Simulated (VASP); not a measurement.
Set up this calculation in VASP 6.6.1, as the native input.

| Property | Result |
| --- | --- |
| Task | single point |
| Functional | PBE |
| Potentials or basis | VASP PAW PBE potentials, release 64 (Sn_d, Ir) |
| Cutoff | 520 eV |
| k mesh | 6 × 6 × 4 |
| Occupations | gaussian, width 0.1 eV |
| Spin | collinear spin, typed start |
| Starting moments | [0.0, 1.0, 1.0, 1.0] μB |
| Dipole correction | no |
| Further INCAR settings | ALGO = Normal; EDIFF = 1e-06; NBANDS = 32 |

The structure of SnIr3 lies in POSCAR:

```
SnIr3
1.0
    4.6071065657      0.0000000000      0.0000000000
   -2.3035532828      3.9898713238      0.0000000000
    0.0000000000      0.0000000000      5.0057686454
Sn Ir
1 3
Direct
    0.0000000000      0.0000000000      0.5000000000
    0.3333333333      0.6666666667      0.5000000000
    0.6666666667      0.3333333333      0.5000000000
    0.0000000000      0.0000000000      0.0000000000
```

The cell was built by a generator and needn't be a form met in nature.

The cell isn't the ideal one: random cell by space group and Wyckoff sites (P6/mmm, No. 191).

One way to write it, as run:

INCAR

```
ALGO     = Normal         # electronic algorithm
EDIFF    = 1E-6           # SCF threshold, eV
ENCUT    = 520            # plane-wave cutoff, eV
GGA      = PE             # functional
ISIF     = 2              # what is computed and relaxed
ISMEAR   = 0              # smearing method
ISPIN    = 2              # spin polarisation
LASPH    = T              # aspherical terms in the spheres
LCHARG   = F              # write CHGCAR
LMAXMIX  = 4              # l up to which the mixer works
LORBIT   = 11             # projections on sites
LREAL    = F              # projectors in reciprocal space
LWAVE    = F              # write WAVECAR
MAGMOM   = 0 1 1 1        # initial moments
NBANDS   = 32             # bands
NELM     = 150            # most SCF steps
PREC     = Accurate       # precision mode
SIGMA    = 0.1            # smearing width, eV
```

KPOINTS

```
k-points
0
Gamma
  6 6 4
```

Potentials or basis: VASP PAW PBE potentials, release 64 (Sn_d, Ir).

Run with:

```bash
$ cat potpaw_PBE.64/Sn_d/POTCAR potpaw_PBE.64/Ir/POTCAR > POTCAR
$ mpirun -np 1 vasp_std > vasp.out
```

It gave:

- Pressure: 1.0 GPa
- Band gap on the k mesh: none (metal or under the smearing width)
- Net moment: 2.17 μB per cell
- Site moments: Sn -0.04; Ir +0.66, +0.85 μB
- Valence electrons inside the program's atomic spheres: Sn 12.72; Ir 8.12, 7.87

It took 2.3 min on 1 thread of Intel(R) Xeon(R) Platinum 8488C (Sapphire Rapids), on a shared host, peak memory 0.31 GiB.
